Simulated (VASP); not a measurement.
# ZrSi2: structure and properties in VASP, part 5 of 5

Wanted: the relaxed cell of ZrSi2 and its properties. Left out of this account: 1 further run (bands with LDA: it shows nothing beyond the runs told). The start is a cell from a database of measured crystal structures.

VASP 6.6.1; LDA; plane waves and PAW (Zr_sv, Si).

Still holding for the runs below: The k-mesh is coarse for a metal.

So far. Step 12 (Volume scan with LDA, volume scale 1): The run ends at a pressure of 0.01 GPa, with forces up to 0.0053 eV/Å.

The database entry behind the starting cell differs from later determinations by our own check (a about 0.3 % long), so it need not match the best structure at ambient conditions.

### Step 13. Volume scan with LDA, volume scale 1.02

INCAR

```
SYSTEM = ZrSi2
PREC = Accurate
ENCUT = 400
EDIFF = 1E-06
NELM = 100
ISMEAR = 0
SIGMA = 0.05
LREAL = .FALSE.
ALGO = Normal
GGA = CA
NBANDS = 26
LASPH = .TRUE.
LORBIT = 11
LWAVE = .FALSE.
LCHARG = .FALSE.
KPAR = 4
ISIF = 2
```

POSCAR

```
ZrSi2
1.0
    0.0000000000      0.0000000000     -3.6575236017
   -3.6886574611      0.0000000000      0.0000000000
   -1.8443287305      7.2764875124      0.0000000000
Zr Si
2 4
Direct
    0.7500000000      0.8956651100      0.2086697800
    0.2500000000      0.1043348900      0.7913302200
    0.7500000000      0.5540394371      0.8919211258
    0.2500000000      0.4459605629      0.1080788742
    0.7500000000      0.2499386112      0.5001227775
    0.2500000000      0.7500613888      0.4998772225
```

KPOINTS

```
Automatic mesh
0
Gamma
6 6 6
0 0 0
```

Potentials, in the order of the species: Zr_sv and Si (LDA family, release 64).

Run with:

```bash
$ mpirun -np 4 vasp_std
```

The log of the run:

```text
[... set-up lines as in an earlier step ...]
 entering main loop
       N       E                     dE             d eps       ncg     rms          rms(c)
DAV:   1     0.226723587353E+03    0.22672E+03   -0.17211E+04  2704   0.118E+03
DAV:   2    -0.289169768920E+02   -0.25564E+03   -0.25147E+03  3210   0.321E+02
DAV:   3    -0.477943651330E+02   -0.18877E+02   -0.18708E+02  4960   0.662E+01
DAV:   4    -0.485166780350E+02   -0.72231E+00   -0.72117E+00  3510   0.131E+01
[...]
DAV:  11    -0.469637746367E+02    0.31240E-05   -0.13006E-04  3804   0.807E-02    0.191E-02
DAV:  12    -0.469637729934E+02    0.16433E-05   -0.69718E-06  3366   0.227E-02    0.599E-03
DAV:  13    -0.469637729859E+02    0.75624E-08   -0.50772E-07  2116   0.487E-03
   1 F= -.46963773E+02 E0= -.46962920E+02  d E =-.170579E-02
```

Elapsed: 23 s, on 4 MPI ranks of Intel Xeon Platinum 8259CL at 2.50GHz (Skylake/Cascade Lake), shared host; peak memory 0.77 GiB; 77 s of CPU time.

Parts of OUTCAR (step 13):

```text
  Total       -1.6317787     -1.4914313     -1.8842233     -0.0000000     -0.0000000      0.0000000
  in kB      -26.6314356    -24.3408969    -30.7514566     -0.0000000     -0.0000000      0.0000000
  external PRESSURE =     -27.2412630 kB  Pullay stress =       0.0000000 kB

 POSITION                                       TOTAL-FORCE (eV/Angst)
 -----------------------------------------------------------------------------------
     -3.68866      1.51838     -2.74314         0.000000      0.032395      0.000000
     -1.84433      5.75810     -0.91438        -0.000000     -0.032395      0.000000
     -3.68866      6.49005     -2.74314         0.000000      0.046898      0.000000
     -1.84433      0.78643     -0.91438        -0.000000     -0.046898      0.000000
     -1.84433      3.63914     -2.74314         0.000000      0.002211      0.000000
     -3.68866      3.63735     -0.91438        -0.000000     -0.002211      0.000000
 -----------------------------------------------------------------------------------
    total drift:                               -0.000000     -0.000000      0.000000

  FREE ENERGIE OF THE ION-ELECTRON SYSTEM (eV)
  ---------------------------------------------------
  free  energy   TOTEN  =       -46.9637729859 eV

  energy  without entropy=      -46.9620671977  energy(sigma->0) =      -46.96292009

[... 1 part as in an earlier step ...]

[... 2 further parts left out ...]
[key lines of the parts left out:]
E-fermi :  10.2705
```

The pressure falls from 0.01 to -2.72 GPa.

The run ends at a pressure of -2.72 GPa, with forces up to 0.047 eV/Å.

### Step 14. Volume scan with LDA, volume scale 1.04

INCAR is that of step 13.

POSCAR: that of step 13 with these lines changed.

```diff
@@ -2,5 +2,5 @@
 1.0
-    0.0000000000      0.0000000000     -3.6575236017
-   -3.6886574611      0.0000000000      0.0000000000
-   -1.8443287305      7.2764875124      0.0000000000
+    0.0000000000      0.0000000000     -3.6812744205
+   -3.7126104534      0.0000000000      0.0000000000
+   -1.8563052267      7.3237387553      0.0000000000
 Zr Si
```

KPOINTS is that of step 13.

Run with:

```bash
$ mpirun -np 4 vasp_std
```

The log of the run:

```text
[... set-up lines as in an earlier step ...]
 entering main loop
       N       E                     dE             d eps       ncg     rms          rms(c)
DAV:   1     0.223032834028E+03    0.22303E+03   -0.17270E+04  2720   0.118E+03
DAV:   2    -0.291416586926E+02   -0.25217E+03   -0.24833E+03  3198   0.319E+02
DAV:   3    -0.478171753136E+02   -0.18676E+02   -0.18519E+02  5016   0.651E+01
DAV:   4    -0.485198971297E+02   -0.70272E+00   -0.70135E+00  3534   0.130E+01
[...]
DAV:  11    -0.469173955182E+02    0.32314E-05   -0.10855E-04  3554   0.754E-02    0.178E-02
DAV:  12    -0.469173942710E+02    0.12472E-05   -0.57991E-06  3450   0.199E-02    0.567E-03
DAV:  13    -0.469173942493E+02    0.21680E-07   -0.51361E-07  2132   0.496E-03
   1 F= -.46917394E+02 E0= -.46916695E+02  d E =-.139878E-02
```

It took 25 s on 4 MPI ranks; peak memory 0.78 GiB.

From OUTCAR (step 14):

```text
  Total       -3.1739851     -2.9294214     -3.6257760      0.0000000      0.0000000      0.0000000
  in kB      -50.8048357    -46.8901918    -58.0364894      0.0000000      0.0000000      0.0000000
  external PRESSURE =     -51.9105056 kB  Pullay stress =       0.0000000 kB

 POSITION                                       TOTAL-FORCE (eV/Angst)
 -----------------------------------------------------------------------------------
     -3.71261      1.52824     -2.76096        -0.000000      0.055214      0.000000
     -1.85631      5.79550     -0.92032         0.000000     -0.055214      0.000000
     -3.71261      6.53220     -2.76096        -0.000000      0.089302      0.000000
     -1.85631      0.79154     -0.92032         0.000000     -0.089302      0.000000
     -1.85631      3.66277     -2.76096         0.000000      0.008631      0.000000
     -3.71261      3.66097     -0.92032         0.000000     -0.008631      0.000000
 -----------------------------------------------------------------------------------
    total drift:                               -0.000000     -0.000000      0.000000

  FREE ENERGIE OF THE ION-ELECTRON SYSTEM (eV)
  ---------------------------------------------------
  free  energy   TOTEN  =       -46.9173942493 eV

  energy  without entropy=      -46.9159954728  energy(sigma->0) =      -46.91669486

[... 1 part as in an earlier step ...]

[... 2 further parts left out ...]
[key lines of the parts left out:]
E-fermi :  10.0218
```

The pressure falls from -2.72 to -5.19 GPa.

The run ends at a pressure of -5.19 GPa, with forces up to 0.089 eV/Å.

### Step 15. Volume scan with LDA, volume scale 1.06

A prediction first. A parabola through the 6 pressures of evenly scaled cells so far, P = -0.01 -144.2 t +315 t² GPa with t = ln(V/V₁) and V₁ the volume at scale 1, gives -7.34 GPa at t = +0.0583.

INCAR is that of step 14.

POSCAR: that of step 14 with these lines changed.

```diff
@@ -2,5 +2,5 @@
 1.0
-    0.0000000000      0.0000000000     -3.6812744205
-   -3.7126104534      0.0000000000      0.0000000000
-   -1.8563052267      7.3237387553      0.0000000000
+    0.0000000000      0.0000000000     -3.7047226605
+   -3.7362582913      0.0000000000      0.0000000000
+   -1.8681291457      7.3703880306      0.0000000000
 Zr Si
```

KPOINTS is that of step 14.

Run with:

```bash
$ mpirun -np 4 vasp_std
```

The log of the run:

```text
[... set-up lines as in an earlier step ...]
 entering main loop
       N       E                     dE             d eps       ncg     rms          rms(c)
DAV:   1     0.221226912326E+03    0.22123E+03   -0.17096E+04  2712   0.117E+03
DAV:   2    -0.285935416632E+02   -0.24982E+03   -0.24533E+03  3154   0.317E+02
DAV:   3    -0.476913660115E+02   -0.19098E+02   -0.18832E+02  4902   0.652E+01
DAV:   4    -0.484918115786E+02   -0.80045E+00   -0.79817E+00  3624   0.135E+01
[...]
DAV:  10    -0.468426939247E+02    0.45207E-04   -0.51862E-04  4086   0.141E-01    0.717E-02
DAV:  11    -0.468426912480E+02    0.26767E-05   -0.91145E-05  3450   0.700E-02    0.172E-02
DAV:  12    -0.468426903044E+02    0.94354E-06   -0.51188E-06  3518   0.172E-02
   1 F= -.46842690E+02 E0= -.46842051E+02  d E =-.127879E-02
```

It took 25 s on 4 MPI ranks; peak memory 0.77 GiB.

Parts of OUTCAR (step 15):

```text
  Total       -4.6482555     -4.2987232     -5.2970616      0.0000000      0.0000000      0.0000000
  in kB      -72.9991198    -67.5098467    -83.1883783      0.0000000      0.0000000      0.0000000
  external PRESSURE =     -74.5657816 kB  Pullay stress =       0.0000000 kB

 POSITION                                       TOTAL-FORCE (eV/Angst)
 -----------------------------------------------------------------------------------
     -3.73626      1.53798     -2.77854        -0.000000      0.091356      0.000000
     -1.86813      5.83241     -0.92618         0.000000     -0.091356      0.000000
     -3.73626      6.57380     -2.77854        -0.000000      0.123617      0.000000
     -1.86813      0.79658     -0.92618         0.000000     -0.123617      0.000000
     -1.86813      3.68610     -2.77854        -0.000000      0.013893      0.000000
     -3.73626      3.68429     -0.92618         0.000000     -0.013893      0.000000
 -----------------------------------------------------------------------------------
    total drift:                               -0.000000     -0.000000      0.000000

  FREE ENERGIE OF THE ION-ELECTRON SYSTEM (eV)
  ---------------------------------------------------
  free  energy   TOTEN  =       -46.8426903044 eV

  energy  without entropy=      -46.8414115142  energy(sigma->0) =      -46.84205091

[... 1 part as in an earlier step ...]

[... 2 further parts left out ...]
[key lines of the parts left out:]
E-fermi :   9.7855
```

The pressure falls from -5.19 to -7.46 GPa. The parabola predicted -7.34 GPa, +0.12 GPa off.

### Step 16. Comparing the runs

Times are for 4 MPI ranks of Intel Xeon Platinum 8259CL at 2.50GHz (Skylake/Cascade Lake), shared host. The series side by side:

```tsv
no.	volume scale	energy above the lowest point (meV/atom)	pressure (GPa)	time	memory (GiB)
1	0.94	29.64	10.15	21 s	0.74
2	0.96	12.93	6.370	24 s	0.75
3	0.98	3.29	3.040	20 s	0.75
4	1	0	0.009292	24 s	0.76
5	1.02	2.52	-2.724	23 s	0.77
6	1.04	10.23	-5.191	25 s	0.78
7	1.06	22.67	-7.457	25 s	0.77
```

### Step 17. Fit for LDA

This step: Birch-Murnaghan fit, LDA; plane waves and PAW (VASP 6.6.1).

Derived from the runs above.

Numbers from this step:

```
pressure derivative of the bulk modulus : 4.040
r.m.s. error of the fit                 : 6.78e-6 eV/atom
minimum inside the sampled range        : yes
bulk modulus                            : 143.3 GPa
equilibrium volume of the fit           : 16.06 Å³/atom
```

Table of energy above the fitted minimum by volume:

```tsv
volume (Å³/atom)	energy above the fitted minimum (eV/atom)
15.078	0.0296
15.399	0.0129
15.720	0.00328
16.041	-5.8e-6
16.362	0.00252
16.682	0.0102
17.003	0.0227
```

The fitted volume lies +0.10 % from the relaxed one. The atoms bear forces along the scan, since they were held; freeing them would lower the modulus.

### Step 18. What came out

| Property | Result |
| --- | --- |
| relaxed volume | 16.04 Å³/atom |
| relaxed conventional cell a, b, c | 3.664, 14.457, 3.633 Å |
| space group after relaxing, within 0.02 Å | Cmcm (No. 63) |
| band gap | none, a metal |
| DOS at the Fermi level | 1.26 states/eV/cell |
| bulk modulus from the fit | 143 GPa |
| volume from the fit | 16.1 Å³/atom |

In words: With LDA, ZrSi2 relaxes to 16.04 Å³/atom in space group Cmcm (held by the symmetry of the run), comes out as a metal and has a bulk modulus of 143 GPa at fixed shape and positions, an upper bound. Against the listed cell the volume lies -4.0 % (a -1.1 %, b -1.9 %, c -1.0 %). Bands along the symmetry lines (LDA): Of the bands kept, 2 cross the Fermi level on this path. Spin-orbit coupling is left out; it would split some degenerate bands. The k-sampling is coarse for a metal, so the Fermi level, pressures and the shape of the cell carry errors. No search among competing phases was made, and a listed structure need not be the one stable at ambient conditions. All values are for a static lattice at zero temperature.

[Lines on the potential files, build, host, timing and source positions are cut from VASP's logs without a mark.]

[Logs are printed without paths, hosts, clocks, repeated set-up lines and the standing remarks that a program may print on its own settings, such as how far it seeks lower states.]

[Hosts, paths, dates, database ids (printed as entryN), source tags and the programs' standing remarks are cut or masked in the printed files.]

[A measured line is paired with the nearest computed mode of its activity, which favours agreement.]
